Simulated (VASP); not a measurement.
An input for Quantum ESPRESSO's pw.x (written as the equivalent of a VASP run, and not itself run):

```
&CONTROL
  calculation = 'vc-relax'
  pseudo_dir = './pseudo'
  outdir = './out'
  tprnfor = .true.
  tstress = .true.
  nstep = 40
  forc_conv_thr = 0.00078
/
&SYSTEM
  ibrav = 0
  nat = 4
  ntyp = 2
  ecutwfc = 84
  occupations = 'smearing'
  smearing = 'gaussian'
  degauss = 0.003675
  input_dft = 'pbesol'
/
&ELECTRONS
  conv_thr = 7.3e-08
  electron_maxstep = 100
/
&IONS
/
&CELL
  press = 450
/
ATOMIC_SPECIES
  In 114.818 In.upf
  As 74.922 As.upf
CELL_PARAMETERS angstrom
     3.7464222    0.0000000   -0.0000000
    -1.8732111    3.2445105   -0.0000000
    -0.0000000    0.0000000    6.4907267
ATOMIC_POSITIONS crystal
  In   0.3333330  0.6666670  0.0080432
  In   0.6666670  0.3333330  0.5080432
  As   0.3333330  0.6666670  0.3669568
  As   0.6666670  0.3333330  0.8669568
K_POINTS automatic
  7 7 4 0 0 0
```

Problem. Write the VASP files for the same calculation (PBEsol).

Solution. Several could match; the one computed here: 
### KPOINTS
```
Automatic mesh
0
Gamma
7 7 4
0 0 0
```

INCAR:
```
SYSTEM = InAs
PREC = Accurate; ENCUT = 500; LREAL = .False.
LASPH = .True.
EDIFF = 1E-6; NELM = 100; ALGO = Normal
LMAXMIX = 4
ISMEAR = 0; SIGMA = 0.05
GGA = PS
IBRION = 2; NSW = 40; ISIF = 3
EDIFFG = -0.02; PSTRESS = 450
LWAVE = .False.; LCHARG = .False.
```

**POSCAR**
```
InAs
1
    3.7464221955     0.0000000020    -0.0000000000
   -1.8732110959     3.2445105070    -0.0000000000
   -0.0000000000     0.0000000000     6.4907267003
In As
2 2
Direct
  0.3333330000   0.6666670000   0.0080432198
  0.6666670000   0.3333330000   0.5080432198
  0.3333330000   0.6666670000   0.3669567802
  0.6666670000   0.3333330000   0.8669567802
```

POTCAR, in this order: In_d As (PBE.64 set). Program: vasp_std.

What does not carry over: the potentials are each code's own (VASP's PAW set, PseudoDojo norm-conserving files in pw.x), so ENCUT and ecutwfc are chosen apart and not converted; conv_thr bounds pw.x's estimated SCF error, while EDIFF bounds the energy change between steps; forc_conv_thr acts on force components and is met together with etot_conv_thr.

The structure was generated: InAs was put into the wurtzite type (P6_3mc), which need not be its known phase. It was relaxed first under an external pressure of 45 GPa.
